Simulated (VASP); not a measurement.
Output of a VASP run:

**OSZICAR**
```
       N       E                     dE             d eps       ncg     rms          rms(c)
DAV:   1     0.294160836923E+03    0.29416E+03   -0.16343E+04  1032   0.162E+03
DAV:   2     0.761862004865E+01   -0.28654E+03   -0.28071E+03  1145   0.400E+02
DAV:   3    -0.212756612412E+02   -0.28894E+02   -0.28140E+02  1253   0.119E+02
DAV:   4    -0.226542300087E+02   -0.13786E+01   -0.13704E+01  1785   0.234E+01
DAV:   5    -0.226819333205E+02   -0.27703E-01   -0.27662E-01  1390   0.271E+00    0.525E+00
DAV:   6    -0.222169355801E+02    0.46500E+00   -0.12568E+00  1449   0.122E+01    0.307E+00
DAV:   7    -0.221689015409E+02    0.48034E-01   -0.41283E-01  1134   0.299E+00    0.109E+00
DAV:   8    -0.221648204818E+02    0.40811E-02   -0.43723E-02  1408   0.196E+00    0.247E-01
DAV:   9    -0.221650459739E+02   -0.22549E-03   -0.63736E-03  1795   0.710E-01    0.882E-02
DAV:  10    -0.221651305144E+02   -0.84540E-04   -0.48547E-04  1299   0.152E-01    0.402E-02
DAV:  11    -0.221652168004E+02   -0.86286E-04   -0.14890E-04  1259   0.614E-02    0.150E-02
DAV:  12    -0.221652179071E+02   -0.11067E-05   -0.15644E-05  1416   0.207E-02    0.851E-03
DAV:  13    -0.221652185337E+02   -0.62666E-06   -0.39675E-06   998   0.131E-02
   1 F= -.22165219E+02 E0= -.22163472E+02  d E =-.349346E-02
```

File OUTCAR:
```
------------------------ aborting loop because EDIFF is reached ----------------------------------------
  FORCE on cell =-STRESS in cart. coord.  units (eV):
  Direction    XX          YY          ZZ          XY          YZ          ZX
  --------------------------------------------------------------------------------------
  Total       -0.3623756     -0.3623756     -0.8707257     -0.0000000     -0.0000000      0.0000000
  in kB       -5.0561897     -5.0561884    -12.1491453     -0.0000000     -0.0000000      0.0000000
  external PRESSURE =      -7.4205078 kB  Pullay stress =       0.0000000 kB
  volume of cell :      114.83
      direct lattice vectors                 reciprocal lattice vectors
     1.994675000  1.151626000  8.331273000     0.250667402  0.144722911  0.040009892
    -1.994675000  1.151626000  8.331273000    -0.250667402  0.144722911  0.040009892
     0.000000000 -2.303252000  8.331273000     0.000000000 -0.289445821  0.040009892
 POSITION                                       TOTAL-FORCE (eV/Angst)
 -----------------------------------------------------------------------------------
      0.00000      0.00000      0.00000         0.000000      0.000000      0.000000
      0.00000      0.00000     11.28004         0.000000     -0.000000     -0.063437
      0.00000      0.00000     13.71378         0.000000      0.000000      0.063437
      0.00000      0.00000      6.40542         0.000000      0.000000      0.052722
      0.00000      0.00000     18.58840         0.000000      0.000000     -0.052722
 -----------------------------------------------------------------------------------
    total drift:                               -0.000000      0.000000     -0.000000
  FREE ENERGIE OF THE ION-ELECTRON SYSTEM (eV)
  ---------------------------------------------------
  free  energy   TOTEN  =       -22.1652185337 eV

  energy  without entropy=      -22.1617250750  energy(sigma->0) =      -22.16347180
```
(Selected blocks of OUTCAR.)

**POSCAR**
```
Ca(GaAs)2
1
    1.9946750000     1.1516260000     8.3312730000
   -1.9946750000     1.1516260000     8.3312730000
    0.0000000000    -2.3032520000     8.3312730000
Ca Ga As
1 2 2
Direct
  0.0000000000   0.0000000000   0.0000000000
  0.4513130000   0.4513130000   0.4513130000
  0.5486870000   0.5486870000   0.5486870000
  0.2562800000   0.2562800000   0.2562800000
  0.7437200000   0.7437200000   0.7437200000
```

**Question.** Reconstruct the remaining input files.

**Answer.** One answer among several that fit: the input of the run itself, PBEsol GGA, plane waves, VASP's PBE PAW potentials (set 64).

INCAR:
```
# general
SYSTEM =Ca(GaAs)2
PREC   =Accurate
ENCUT  =300
LREAL  =.FALSE.
LASPH  =.TRUE.

# electronic loop
EDIFF  =1E-6
NELM   =100
ALGO   =Normal
LMAXMIX=4

# smearing
ISMEAR =-1
SIGMA  =0.1

# functional
GGA    =PS

# ions
ISIF   =2

# output
LWAVE  =.FALSE.
LCHARG =.FALSE.
```

File KPOINTS:
```
Automatic mesh
0
Gamma
5 5 5
0 0 0
```

POTCAR, in this order: Ca_sv Ga_d As (PBE.64 set). Program: vasp_std.

At this cut-off the stress carries a Pulay error, which pulls relaxed volumes low.

The structure comes from a computed database's CaGa2As2 entry; how it stands against other phases isn't given here. The cell was not relaxed at this level. The run is one of a series of settings (GGA = PS, POTCAR Ca_sv Ga_d As (PBE.64 set) against the base run), some of them coarse on purpose.
